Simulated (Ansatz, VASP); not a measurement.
# Sb (Antimony) in two plane-wave programs

Wanted: the spread between two codes on one cell, functional and k mesh. The structure shown comes from an earlier Ansatz run, which isn't shown and may have moved the atoms alone.

Calculated with Ansatz 0.2.0; plane waves, with VASP 6.6.1 beside it; elastic constants at LDA.

### Step 1. Set-up

The structure is trigonal, space group R-3m (No. 166). The conventional cell has a = 4.294 Å, b = 4.294 Å, c = 10.960 Å, α = 90.00°, β = 90.00°, γ = 120.00°. Nearest to Sb lie 3 Sb at 2.91 Å.

### Step 2. Ansatz: elastic constants, LDA

Ansatz runs on its default PAW (the set named soft_2) files.

Elastic constants are differences of stresses under small strains, so they test the stress and the mesh.

Contents of input.yaml:

```yaml
crystal:
  lattice:
    - [2.1471153187, 1.2396376072, 3.6534603464]
    - [-2.1471153187, 1.2396376072, 3.6534603464]
    - [0.0, -2.4792752145, 3.6534603464]
  atoms:
    - { symbol: Sb, position: [0.2359095335, 0.2359095335, 0.2359095335] }
    - { symbol: Sb, position: [0.7640904665, 0.7640904665, 0.7640904665] }
kpoints:
  mp_grid: { grid: [12, 12, 12] }
hamiltonian:
  xc: lda
scf:
  occupations: { method: gaussian, width: 0.1 }
output:
  forces: true
  stress: true
  eigenvalues: true
elastic:
  mode: relaxed_ion
  stencil: two_point
```

The run is started by

```console
ansatz run input.yaml --threads 4 --pin off --max-ram 8192MiB --backend cpu --events-out ev --progress --plain --runs-dir out
```

Numbers of over 12 decimals in the logs are rounded to 6 here.

The program printed:

```text
Engine: ansatz 0.2.0, aarch64-unknown-linux-gnu
Pseudopotentials: kind: paw
Pseudopotential: Sb, paw, valence charge 15, recommended cutoff 420 eV (normal), Sb.paw.azcp
Functional definition: SPW92
  exchange = slater_x
  correlation = pw_c
Crystal: 2 atoms, lattice volume = 58.345 Å³
Basis set: ecut = 420 eV, 1153 PW (Γ)
Bands: 19, of which v1, the nominal top of the filled ones, is band 15 counted from 1 (14 counted from 0)
Symmetry: 12 space group operations
Space group: R-3m (ITA 166), of the structure as read, at distance tolerance 3.9e-5 Å
k-points: 189 of 1728
Non-local potential: Sb, projectors of the file, l = 0: 2, l = 1: 2, l = 2: 2, l = 3: 2
PAW form: soft (Blöchl's): semilocal exchange-correlation on the pseudo side does not see the compensation charge
PAW frozen core: Sb, regenerated for the run's functional, and the local potential with it (the file was generated under x = pbe(κ = 0.804, μ = 0.219515), c = pbe(β = 0.066725))
PAW one-centre angular grid: Sb, 590 points (default); XC on 64 Gauss nodes
Initial density: superposition of atomic densities (neutral atoms: chi_scale 0, normalization atom), corrected by the library's trained network
Initial wavefunctions: pseudopotential atomic-orbital guess
Functional: x = slater, c = lda
SCF iter   1: F=—  HF=-12671.647676 eV  |F-HF|=—  |Δ(HF+E_count)|=         —  Δρ=6.53e-3  dr2=1.05e-2  ethr=1.77e-3  ⟨swp⟩=6.0  Hψ=18346  notcnv=0
preconditioner: auto → Kerker (q_TF=auto, 2.442 Å⁻¹)  [metal: Δε(μ)=0.013 eV  Ē_g=8.817 eV  σ=0.100 eV  W_gap=0.08  n_scr=14 (ndim 8)  ℏωp=15.4 eV  f_vac=0.001  D(μ)=0.13/eV (n_scr^D=0)]
SCF iter   2: F=—  HF=-12671.642806 eV  |F-HF|=—  |Δ(HF+E_count)|=   4.87e-3  Δρ=3.67e-3  dr2=3.40e-3  ethr=3.51e-5  ⟨swp⟩=1.8  Hψ=5805  notcnv=0
SCF iter   3: F=—  HF=-12671.641545 eV  |F-HF|=—  |Δ(HF+E_count)|=   1.26e-3  Δρ=5.19e-4  dr2=2.02e-4  ethr=1.13e-5  ⟨swp⟩=2.0  Hψ=5481  notcnv=0
SCF iter   4: F=—  HF=-12671.641474 eV  |F-HF|=—  |Δ(HF+E_count)|=   7.10e-5  Δρ=2.91e-4  dr2=3.03e-5  ethr=6.73e-7  ⟨swp⟩=2.0  Hψ=6429  notcnv=0
SCF iter   5: F=—  HF=-12671.641455 eV  |F-HF|=—  |Δ(HF+E_count)|=   1.90e-5  Δρ=8.55e-5  dr2=4.74e-6  ethr=1.01e-7  ⟨swp⟩=2.0  Hψ=5829  notcnv=0
SCF iter   6: F=—  HF=-12671.641453 eV  |F-HF|=—  |Δ(HF+E_count)|=   2.82e-6  Δρ=1.75e-5  dr2=3.34e-7  ethr=1.58e-8  ⟨swp⟩=2.9  Hψ=6453  notcnv=0
SCF iter   7: F=—  HF=-12671.641452 eV  |F-HF|=—  |Δ(HF+E_count)|=   1.10e-7  Δρ=8.16e-6  dr2=3.11e-8  ethr=1.11e-9  ⟨swp⟩=3.0  Hψ=6463  notcnv=0
SCF iter   8: F=—  HF=-12671.641452 eV  |F-HF|=—  |Δ(HF+E_count)|=   8.93e-9  Δρ=1.77e-6  dr2=1.48e-9  ethr=1.04e-10  ⟨swp⟩=2.0  Hψ=6425  notcnv=0
SCF iter   9: F=—  HF=-12671.641452 eV  |F-HF|=—  |Δ(HF+E_count)|=  4.37e-10  Δρ=3.17e-7  dr2=1.39e-10  ethr=4.93e-12  ⟨swp⟩=2.0  Hψ=6414  notcnv=0
SCF iter  10: F=—  HF=-12671.641452 eV  |F-HF|=—  |Δ(HF+E_count)|=  2.55e-11  Δρ=8.95e-8  dr2=1.08e-11  ethr=4.63e-13 (applied; sched 1.00e-12)  ⟨swp⟩=1.7  Hψ=3847  notcnv=0
SCF iter  11: F=—  HF=-12671.641452 eV  |F-HF|=—  |Δ(HF+E_count)|=    0.00e0  Δρ=2.32e-8  dr2=4.25e-13  ethr=3.60e-14 (applied; sched 1.00e-12)  ⟨swp⟩=2.0  Hψ=4527  notcnv=0
SCF iter  12: F=-12671.641452 eV  HF=-12671.641452 eV  |F-HF|=0.00e0  |Δ(HF+E_count)|=    0.00e0  Δρ=4.69e-9  dr2=1.30e-14  ethr=1.00e-12  ⟨swp⟩=4.8  Hψ=11255  notcnv=0
SCF 1 converged in 12 iterations: F = -12671.641452 eV  dr2 = 1.30e-14
  greatest PAW one-centre occupation: 0.998 electrons in one spin orbital (limit 2), on the Sb atom at site 1 (counted from 0), in its partial waves of l = 2
relax step   1: F+E_penalty+E_count = -12671.64145239 eV  Δ(F+E_penalty+E_count) = +0.000e0 eV  max|allowed force component| = 3.895e-4 eV/Å  Δτ_max = 0.0000 Å  (12 SCF iters, accepted)
[...]
relax step   1: F+E_penalty+E_count = -12671.64140472 eV  Δ(F+E_penalty+E_count) = +0.000e0 eV  max|allowed force component| = 7.305e-3 eV/Å  Δτ_max = 0.0000 Å  (9 SCF iters, accepted)
[...]
relax step   2: F+E_penalty+E_count = -12671.64141903 eV  Δ(F+E_penalty+E_count) = -1.430e-5 eV  max|allowed force component| = 1.211e-4 eV/Å  Δτ_max = 0.0020 Å  (8 SCF iters, accepted)
[...]
relax step   3: F+E_penalty+E_count = -12671.64141903 eV  Δ(F+E_penalty+E_count) = -4.018e-9 eV  max|allowed force component| = 2.259e-6 eV/Å  Δτ_max = 0.0000 Å  (5 SCF iters, accepted)
iter 1 solved again at ethr=1.00e-12 eV; its pass at ethr=3.10e-3 eV (dr2=7.57e-14 eV) is discarded
SCF iter   1: F=—  HF=-12671.641419 eV  |F-HF|=—  |Δ(HF+E_count)|=         —  Δρ=9.07e-9  dr2=6.79e-14  ethr=1.00e-12  ⟨swp⟩=1.9  Hψ=50916  notcnv=0
SCF iter   2: F=-12671.641419 eV  HF=-12671.641419 eV  |F-HF|=3.64e-12  |Δ(HF+E_count)|=  3.64e-12  Δρ=6.43e-9  dr2=3.60e-14  ethr=1.00e-12  ⟨swp⟩=4.1  Hψ=28633  notcnv=0
SCF 28 converged in 2 iterations: F = -12671.641419 eV  dr2 = 3.60e-14
SCF converged after 10 iterations
Free energy (F): -12671.641452 eV
Harris-Foulkes:  -12671.641452 eV  (|F-HF|=0.00e0)
Internal energy: -12671.640823 eV  (E = F + TS)
E sigma→0 (E₀):  -12671.641138 eV
Entropy (-TS):   -0.000630 eV (-0.315 meV/atom)
Fermi energy:    10.191417 eV
--- Per-component energies (eV) ---
  E_band       = -331.946639
  E_kinetic    = 417.614707
  E_local      = -3141.753036  (includes V_loc(G=0)·N_el)
  E_nonlocal   = 732.725354
  E_hartree    = 1422.636961
  E_xc         = -276.438616
  E_vxc        = -195.551039  (∫ρ·V_xc dr)
  E_paw        = -8853.044575  (= ΣΔE_a)
  E_vpaw       = -990.256542  (= ΣTr[D̂ρ^β])
  E_aug_tail   = -0.000004  (compensation charges beyond the density's cutoff)
  E_ewald      = -2974.499260
  E_core_change = 1.117647  (= ΣΔE_core)
  E_smearing   = -0.000630  (= −TS)
  E_closure    = -0.000000  (closes the sum)
  Σ components = -12671.641452   (vs F -12671.641452, Δ=0.00e0)
--- Forces (eV/Å), atoms counted from 1 ---
  atom   1  Sb     0.00000000     0.00000000    -0.00000003
  atom   2  Sb    -0.00000000    -0.00000000     0.00000003
  max |Σ_I F_I| component: 9.25e-18 eV/Å
--- Stress (GPa, compression-positive) ---
        0.003506      -0.000000      -0.000000
        0.000000       0.003506      -0.000000
       -0.000000      -0.000000       0.006085
  P = ⅓ Tr σ = 0.0044 GPa (0.044 kbar)
--- Band table (eV; the first three rows and the last of 189) ---
  k-point 0: bands = [... 11 lower, 5.4891, 8.2548, 8.3936, 8.3936, 12.6078, 13.0917, 13.0917, 15.3039]
  k-point 1: bands = [... 11 lower, 5.1008, 8.2776, 8.3855, 8.5844, 12.5115, 12.8634, 12.8635, 14.9904]
  k-point 2: bands = [... 11 lower, 4.2157, 8.2995, 8.3708, 8.9560, 12.1339, 12.2989, 12.3216, 14.8360]
  k-point 188: bands = [... 11 lower, 0.9587, 8.9726, 8.9726, 9.7658, 10.1822, 10.1822, 11.1796, 17.6271]
--- Elastic constants: 3 strain directions × 2 members + reference (group order 12) ---
  dense FFT box of the reference and of every strained cell: 30×30×30
  strains applied: 11, 33, 23; error gains: componentwise 1.00 (the most a stress slope's error grows in a printed constant), spectral 1.41 (1 for all six strains in a standard setting)
  reference relaxed by the batch: 3 steps; max|allowed force component| 3.89e-4 eV/Å at the deck's positions, 8.97e-8 at the last accepted step, 3.38e-8 by the solve of record
  largest displacement 4.3e-5 Å; the constants are those of the deck's cell at these positions:
  atoms:
    - { symbol: Sb, position: [0.235913, 0.235913, 0.235913] }
    - { symbol: Sb, position: [0.764087, 0.764087, 0.764087] }
  C = ∂σ_k/∂η_j (tension-positive GPa; Voigt order 11 22 33 23 13 12):
       108.328     29.651     29.749    -26.244      0.000      0.000
        29.651    108.328     29.749     26.244      0.000      0.000
        29.747     29.747     58.505      0.000      0.000      0.000
       -26.236     26.236      0.000     45.357      0.000      0.000
        -0.000      0.000     -0.000     -0.000     45.357    -26.236
         0.000     -0.000      0.000      0.000    -26.244     39.339
  reference stress σ⁰ (GPa):     -0.004     -0.004     -0.006      0.000      0.000     -0.000
  C* (energy form; C + prestress term) asymmetry max|C*_kj − C*_jk| = 8.228e-3 GPa — a small one proves nothing (zero by symmetry where the batch's group is 432, −43m or m−3m); a large one is finite-difference/SCF noise where every solve meets its electron count
  moduli (Voigt/Reuss/Hill, GPa): K = 50.38/46.34/48.36   G = 38.41/24.68/31.55   E = 77.74   ν = 0.232
  mechanically stable: yes (min eigenvalue of sym C = 15.94 GPa)
  strain η (Voigt 11):  stress-route row diagonal C_11 = 108.33 GPa, energy-path curvature d²(F+E_count+ΔE)/dδ²/Ω₀ = 108.34 GPa
         δ    σ_11 (GPa)             F (eV)   n_scf  n_hpsi   n_pw
    -2.000e-3      -0.2208      -12671.6413696       2   86902   1155   relax 4 steps, max|allowed force component| 9.85e-6 eV/Å
     2.000e-3       0.2125      -12671.6413766       2   87092   1157   relax 3 steps, max|allowed force component| 1.27e-6 eV/Å
  strain η (Voigt 33):  stress-route row diagonal C_33 = 58.50 GPa, energy-path curvature d²(F+E_count+ΔE)/dδ²/Ω₀ = 58.51 GPa
         δ    σ_33 (GPa)             F (eV)   n_scf  n_hpsi   n_pw
    -2.000e-3      -0.1240      -12671.6414052       6   46947   1153   relax 2 steps, max|allowed force component| 2.35e-6 eV/Å
     2.000e-3       0.1100      -12671.6414149       2   34358   1155   relax 2 steps, max|allowed force component| 1.12e-6 eV/Å
  strain η (Voigt 23):  stress-route row diagonal C_44 = 45.36 GPa, energy-path curvature d²(F+E_count+ΔE)/dδ²/Ω₀ = 45.36 GPa
         δ    σ_23 (GPa)             F (eV)   n_scf  n_hpsi   n_pw
    -2.000e-3      -0.0909      -12671.6414188       2   87126   1155   relax 4 steps, max|allowed force component| 6.56e-7 eV/Å
     2.000e-3       0.0905      -12671.6414190       2   87165   1155   relax 3 steps, max|allowed force component| 2.26e-6 eV/Å
```

Reading the cycles: dr2 is the Hartree energy of the density residual (eV), the measure of convergence; HF is the Harris–Foulkes estimate of the energy, which meets the free energy F at convergence.

[end of part 1 of 2]

[Lines on the potential files, build, host, timing and source positions are cut from VASP's logs without a mark.]

[Logs are printed without paths, hosts, clocks, repeated set-up lines and the standing remarks that a program may print on its own settings, such as how far it seeks lower states.]

[Hosts, paths, dates, database ids (printed as entryN), source tags and the programs' standing remarks are cut or masked in the printed files.]
